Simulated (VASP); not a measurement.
An input for Quantum ESPRESSO's pw.x (written as the equivalent of a VASP run, and not itself run):

```
&CONTROL
  calculation = 'scf'
  pseudo_dir = './pseudo'
  outdir = './out'
  tprnfor = .true.
  tstress = .true.
/
&SYSTEM
  ibrav = 0
  nat = 1
  ntyp = 1
  ecutwfc = 88
  occupations = 'smearing'
  smearing = 'methfessel-paxton'
  degauss = 0.00735
  input_dft = 'pbe'
  vdw_corr = 'grimme-d3'
  dftd3_version = 3
  dftd3_threebody = .false.
/
&ELECTRONS
  conv_thr = 7.3e-09
  electron_maxstep = 100
/
ATOMIC_SPECIES
  Rh 102.906 Rh.upf
CELL_PARAMETERS angstrom
     0.0000000    1.8766720    1.8766720
     1.8766720    0.0000000    1.8766720
     1.8766720    1.8766720    0.0000000
ATOMIC_POSITIONS crystal
  Rh   0.0000000  0.0000000  0.0000000
K_POINTS automatic
  16 16 16 0 0 0
```

Q: Write the VASP files for the same calculation (PBE-D3 (zero damping)).

A: Several could match; the one computed here: 
**INCAR**
```
SYSTEM = Rh
PREC = Accurate; ENCUT = 520; LREAL = .FALSE.
LASPH = .TRUE.
EDIFF = 1E-7; NELM = 100; ALGO = Normal
LMAXMIX = 4
ISMEAR = 1; SIGMA = 0.1
GGA = PE; IVDW = 11
ISIF = 2
LWAVE = .FALSE.; LCHARG = .FALSE.
```

KPOINTS:
```
K-points
0
Gamma
16 16 16
0 0 0
```

**POSCAR**
```
Rh
1.0
  0.0000000000   1.8766719803   1.8766719803
  1.8766719803   0.0000000000   1.8766719803
  1.8766719803   1.8766719803   0.0000000000
Rh
1
Direct
  0.0000000000   0.0000000000   0.0000000000
```

POTCAR, in this order: Rh_pv (PBE.64 set). Program: vasp_std.

Limits of the translation: the potentials are each code's own (VASP's PAW set, PseudoDojo norm-conserving files in pw.x), so ENCUT and ecutwfc are chosen apart and not converted; conv_thr bounds pw.x's estimated SCF error, while EDIFF bounds the energy change between steps.

The compound is Rh in the fcc structure. This cell is one point of a volume scan, at 0.97 of the reference volume.
